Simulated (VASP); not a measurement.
C:

```
C
1.0
     2.46100    0.00000    0.00000
    -1.23050    2.13129    0.00000
     0.00000    0.00000    6.97632
C
4
Direct
  0.00000 0.00000 0.25000
  0.33333 0.66667 0.25000
  0.00000 0.00000 0.75000
  0.66667 0.33333 0.75000
```

The cell was built by a generator and needn't be a form met in nature.

Base run:

```yaml
Program: VASP 6.6.1
Functional: optB88-vdW
Potentials_or_basis: VASP PAW PBE potentials, release 64 (C)
Cutoff: 520 eV
k_mesh: 16 × 16 × 4
Occupations: fermi-dirac, width 0.05 eV
Spin: no spin polarisation
```

Its results: band gap on the k mesh 0.66 eV, direct; pressure 1.3 GPa.

Problem. The run is repeated on the same cell with these changes: functional from optB88-vdW to vdW-DF. What comes out?

Solution. Band gap on the k mesh 0.68 eV, direct; pressure 5.8 GPa.

Caveats: the PAW data sets were made with another functional, which shifts forces and pressure a little.

A k mesh can miss the band edges.
